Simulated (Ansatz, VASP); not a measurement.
# Cross-check of MoS2 between VASP and Ansatz, part 2 of 2

One calculation is typed for both programs; each brings its own data sets and cutoff. How far apart do they land?

VASP 6.6.1 and Ansatz 0.2.0.

So far: The starting structure; VASP: band structure, PBE; Ansatz: band structure, PBE.

The database entry behind the starting cell differs from later determinations by our own check (about 0.3 % long), so it need not match the best structure at ambient conditions.

## (4) Side by side

Known differences besides the potentials themselves: the cutoff is 420 eV in Ansatz and 370 eV in VASP. Total energies have different zeros and are not compared.

Both answers:

| quantity | Ansatz | VASP | difference |
| --- | --- | --- | --- |
| gap over the path points (eV) | 0.879 | 0.878 | +0.001 |

Levels at points of the path, from each program's valence-band top (eV; 4 filled, then empty):

| k (reciprocal lattice) | Ansatz | VASP |
| --- | --- | --- |
| 0.000 0.000 0.000 | -2.16 -1.19 -1.15 0.00 2.09 2.09 2.12 | -2.16 -1.19 -1.15 0.00 2.09 2.09 2.12 |
| 0.136 0.000 0.000 | -2.04 -1.15 -1.07 -0.54 1.70 1.87 1.96 | -2.04 -1.15 -1.07 -0.54 1.70 1.86 1.96 |
| 0.318 0.000 0.000 | -2.06 -1.97 -1.79 -1.55 1.33 1.49 1.65 | -2.06 -1.97 -1.79 -1.55 1.33 1.49 1.65 |
| 0.500 0.000 0.000 | -1.75 -1.55 -1.41 -1.28 1.58 1.63 1.99 | -1.75 -1.55 -1.41 -1.29 1.58 1.63 1.99 |
| 0.470 0.061 0.000 | -2.07 -1.87 -1.28 -1.14 1.60 1.63 1.99 | -2.08 -1.87 -1.29 -1.14 1.60 1.63 1.99 |
| 0.409 0.182 0.000 | -2.79 -2.35 -1.07 -0.89 1.39 1.49 2.32 | -2.79 -2.35 -1.07 -0.90 1.39 1.49 2.32 |
| 0.348 0.303 0.000 | -2.77 -2.61 -0.80 -0.64 1.05 1.06 1.87 | -2.77 -2.62 -0.81 -0.64 1.05 1.06 1.87 |
| 0.303 0.303 0.000 | -2.80 -2.51 -0.88 -0.72 1.11 1.17 1.90 | -2.80 -2.51 -0.88 -0.72 1.11 1.17 1.90 |
| 0.182 0.182 0.000 | -1.83 -1.75 -1.51 -1.48 0.88 1.65 1.76 | -1.83 -1.75 -1.51 -1.49 0.88 1.65 1.76 |
| 0.061 0.061 0.000 | -2.01 -1.14 -1.02 -0.32 1.89 1.91 1.99 | -2.01 -1.14 -1.02 -0.32 1.89 1.91 1.99 |

At this near-relaxed geometry the largest component of a force difference is 27 meV/Å. Among the levels compared at these points, filled levels agree within 3 meV and empty ones within 6 meV. Not compared: the pressure (VASP's GW data sets at this cutoff don't carry it).

## (5) Other set-ups

Further runs change the set-up of one program: Ansatz's method, potentials or start, or VASP's data sets, cutoff or form of LDA. The table gives Ansatz less VASP for each quantity, since a change that brings one quantity closer may part another.

```
                                        run  r.m.s. force difference (meV/Å)  gap over the path points (eV)
                                   as above                               13                         7.0e-4
          Ansatz's all-electron LAPW method                               12                         0.0043
    Ansatz's larger PAW set (cutoff 640 eV)                               12                         0.0042
norm-conserving potentials (cutoff 1088 eV)                               13                         0.0029
```

## (6) Ansatz: single point, PBE

A single point gives forces, pressure and levels at one fixed geometry, so differences don't come from the geometry; what else differs is listed under the comparison. The cell compared in this pair holds 103.97 Å³, against 107.18 Å³ for the pair before.

The input, input.yaml:

```yaml
crystal:
  lattice:
    - [3.1369877103, 0.0, 0.0]
    - [-1.5684938552, 2.7167110485, 0.0]
    - [0.0, 0.0, 12.1995066399]
  atoms:
    - { symbol: Mo, position: [0.6666666667, 0.3333333333, 0.75] }
    - { symbol: Mo, position: [0.3333333333, 0.6666666667, 0.25] }
    - { symbol: S, position: [0.6666666667, 0.3333333333, 0.376705688] }
    - { symbol: S, position: [0.3333333333, 0.6666666667, 0.876705688] }
    - { symbol: S, position: [0.6666666667, 0.3333333333, 0.123294312] }
    - { symbol: S, position: [0.3333333333, 0.6666666667, 0.623294312] }
hamiltonian:
  xc: pbe
  pseudopotentials: { kind: paw }
kpoints:
  mp_grid: { grid: [6, 6, 1] }
scf:
  occupations: { method: gaussian, width: 0.01 }
  n_extra_bands: 5
output:
  forces: true
  stress: true
  eigenvalues: true
  write_density: true
  write_potential: true
  elf: true
  volumetric_format: npy
```

Run with:

```console
> ansatz run input.yaml --threads 4 --pin off --max-ram 9216MiB --backend cpu --events-out ev --progress --plain --runs-dir out
```

Numbers of over 12 decimals in the logs are rounded to 6 here.

Output:

```text
[...]
Crystal: 6 atoms, lattice volume = 103.968 Å³
Basis set: ecut = 420 eV, 2009 PW (Γ), exchange–correlation on 48×48×180 points (8 copies of the dense FFT grid, shifted against one another)
Bands: 31, of which v1, the nominal top of the filled ones, is band 26 counted from 1 (25 counted from 0)
Symmetry: 24 space group operations
[...]
k-points: 7 of 36
[...]
k-point 0: bands = [... 22 lower, 9.1938, 10.1913, 10.2217, 11.4433, 13.5738, 13.5738, 13.5999, 13.5999, ... 1 higher]
  k-point 1: bands = [... 22 lower, 9.3047, 10.1594, 10.2592, 10.6297, 12.9624, 13.3406, 13.3428, 13.5538, ... 1 higher]
  k-point 2: bands = [... 22 lower, 9.3438, 9.3938, 9.5230, 9.7969, 12.8350, 12.9525, 13.1203, 13.5939, ... 1 higher]
  k-point 6: bands = [... 22 lower, 8.6724, 8.6724, 10.5887, 10.7639, 12.4788, 12.4788, 13.2533, 14.3561, ... 1 higher]
[key lines of the parts left out:]
SCF converged after 7 iterations
Free energy (F): -13525.413865 eV
Fermi energy:    11.874823 eV
P = ⅓ Tr σ = 7.4721 GPa (74.721 kbar)
```

The job ended after 1.5 s (4 threads of Arm Neoverse N1, shared host; peak memory 0.37 GiB; 4.3 s of CPU time).

The run ends at a pressure of 7.47 GPa, with forces up to 0.50 eV/Å.

## (7) VASP: single point, PBE

The same cell, functional, mesh and smearing now go to VASP, with its own data sets and cutoff.

The input, INCAR:

```
SYSTEM = MoS2
PREC = Accurate
ENCUT = 370
EDIFF = 1E-08
NELM = 100
ISMEAR = 0
SIGMA = 0.01
LREAL = .FALSE.
ALGO = Normal
GGA = PE
NBANDS = 32
LASPH = .TRUE.
LORBIT = 11
LWAVE = .TRUE.
LCHARG = .FALSE.
KPAR = 4
```

The input, POSCAR:

```
MoS2
1.0
    3.1369877103      0.0000000000      0.0000000000
   -1.5684938552      2.7167110485      0.0000000000
    0.0000000000      0.0000000000     12.1995066399
Mo S
2 4
Direct
    0.6666666667      0.3333333333      0.7500000000
    0.3333333333      0.6666666667      0.2500000000
    0.6666666667      0.3333333333      0.3767056880
    0.3333333333      0.6666666667      0.8767056880
    0.6666666667      0.3333333333      0.1232943120
    0.3333333333      0.6666666667      0.6232943120
```

The input, KPOINTS:

```
Automatic mesh
0
Gamma
6 6 1
0 0 0
```

Potentials, in the order of the species: Mo_sv_GW and S_GW (PBE family, release 64).

Run with:

```console
> mpirun -np 8 vasp_std
```

Output:

```text
[banner, memory and clock lines left out]
running    8 mpi-ranks, on    1 nodes
[...]
[... a notice as in an earlier step ...]

 LDA part: xc-table for (Slater+PW92), standard interpolation
 POSCAR, INCAR and KPOINTS ok, starting setup
[...]
entering main loop
       N       E                     dE             d eps       ncg     rms          rms(c)
DAV:   1     0.373957723510E+03    0.37396E+03   -0.24714E+04   512   0.124E+03
DAV:   2    -0.189756568826E+02   -0.39293E+03   -0.38362E+03   680   0.514E+02
DAV:   3    -0.497893442041E+02   -0.30814E+02   -0.30597E+02   624   0.123E+02
DAV:   4    -0.516285129801E+02   -0.18392E+01   -0.18348E+01   752   0.337E+01
[...]
DAV:  16    -0.449750337592E+02   -0.68628E-07   -0.12833E-07   576   0.210E-03    0.172E-04
DAV:  17    -0.449750337744E+02   -0.15190E-07   -0.80265E-09   400   0.764E-04    0.767E-05
DAV:  18    -0.449750337714E+02    0.30186E-08   -0.25168E-09   392   0.503E-04
   1 F= -.44975034E+02 E0= -.44975034E+02  d E =0.000000E+00
 writing wavefunctions
```

Parts of OUTCAR (step 7):

```text
  Total        4.4607214      4.4607214      5.6594111     -0.0000000      0.0000000      0.0000000
  in kB       68.7412055     68.7412055     87.2134143     -0.0000000      0.0000000      0.0000000
  external PRESSURE =      74.8986084 kB  Pullay stress =       0.0000000 kB

 POSITION                                       TOTAL-FORCE (eV/Angst)
 -----------------------------------------------------------------------------------
      1.56849      0.90557      9.14963        -0.000000      0.000000      0.000000
     -0.00000      1.81114      3.04988         0.000000      0.000000      0.000000
      1.56849      0.90557      4.59562        -0.000000      0.000000      0.525759
     -0.00000      1.81114     10.69538         0.000000     -0.000000      0.525759
      1.56849      0.90557      1.50413        -0.000000      0.000000     -0.525759
     -0.00000      1.81114      7.60388         0.000000     -0.000000     -0.525759
 -----------------------------------------------------------------------------------
    total drift:                                0.000000     -0.000000      0.000000

  FREE ENERGIE OF THE ION-ELECTRON SYSTEM (eV)
  ---------------------------------------------------
  free  energy   TOTEN  =       -44.9750337714 eV

  energy  without entropy=      -44.9750337714  energy(sigma->0) =      -44.97503377

[... 1 part as in an earlier step ...]

[... 2 further parts left out ...]
[key lines of the parts left out:]
E-fermi :   8.1180
```

The gap is read on the k-mesh alone, so it is an upper bound where the band edges lie off the mesh.

## (8) Differences

Both answers:

| quantity | Ansatz | VASP | difference |
| --- | --- | --- | --- |
| gap on the k mesh (eV) | 0.863 | 0.862 | +0.001 |

Forces (eV/Å; atoms numbered as in POSCAR):

```csv
atom,"Ansatz x, y, z","VASP x, y, z"
Mo1,"0.000, 0.000, 0.000","0.000, 0.000, 0.000"
Mo2,"0.000, 0.000, 0.000","0.000, 0.000, 0.000"
S3,"0.000, 0.000, 0.495","0.000, 0.000, 0.526"
S4,"0.000, 0.000, 0.495","0.000, 0.000, 0.526"
S5,"0.000, 0.000, -0.495","0.000, 0.000, -0.526"
S6,"0.000, 0.000, -0.495","0.000, 0.000, -0.526"
```

The forces differ by 14 meV/Å r.m.s., which is 5.8 % of the r.m.s. force of 0.25 eV/Å (both taken over all components). Not compared: the pressure (VASP's GW data sets at this cutoff don't carry it). A gap on the mesh is an upper bound, since the band edges may lie between its points.

## (9) Other set-ups

Further runs change the set-up of one program: Ansatz's method, potentials or start, or VASP's data sets, cutoff or form of LDA. The table gives Ansatz less VASP for each quantity, since a change that brings one quantity closer may part another.

```
                                        run  r.m.s. force difference (meV/Å)  gap on the k mesh (eV)
                                   as above                               14                  9.6e-4
          Ansatz's all-electron LAPW method                               14                  0.0047
    Ansatz's larger PAW set (cutoff 640 eV)                               14                  0.0046
norm-conserving potentials (cutoff 1088 eV)                               15                  0.0031
```

## (10) Outcome

* r.m.s. force difference (band structure, PBE): 13 meV/Å
* r.m.s. force difference (single point, PBE): 5.8 % of the r.m.s. force

In words: The r.m.s. force difference is 5.8 % of the r.m.s. force (single point, PBE), beyond the 3 % picked in this series as the mark of a large difference. Band structure, PBE, Ansatz's all-electron LAPW method: the difference in gap over the path points goes from 7.0e-4 to 0.0043 eV. Band structure, PBE, Ansatz's larger PAW set (cutoff 640 eV): the difference in gap over the path points goes from 7.0e-4 to 0.0042 eV. Band structure, PBE, norm-conserving potentials (cutoff 1088 eV): the difference in gap over the path points goes from 7.0e-4 to 0.0029 eV. Single point, PBE, Ansatz's all-electron LAPW method: the difference in gap on the k mesh goes from 9.6e-4 to 0.0047 eV. Single point, PBE, Ansatz's larger PAW set (cutoff 640 eV): the difference in gap on the k mesh goes from 9.6e-4 to 0.0046 eV. 1 further run of this series is not shown here. Such differences can come from data sets, numerical settings and the points named under the comparisons, not from the functional's error against experiment.

[Lines on the potential files, build, host, timing and source positions are cut from VASP's logs without a mark.]

[Logs are printed without paths, hosts, clocks, repeated set-up lines and the standing remarks that a program may print on its own settings, such as how far it seeks lower states.]

[Hosts, paths, dates, database ids (printed as entryN), source tags and the programs' standing remarks are cut or masked in the printed files.]
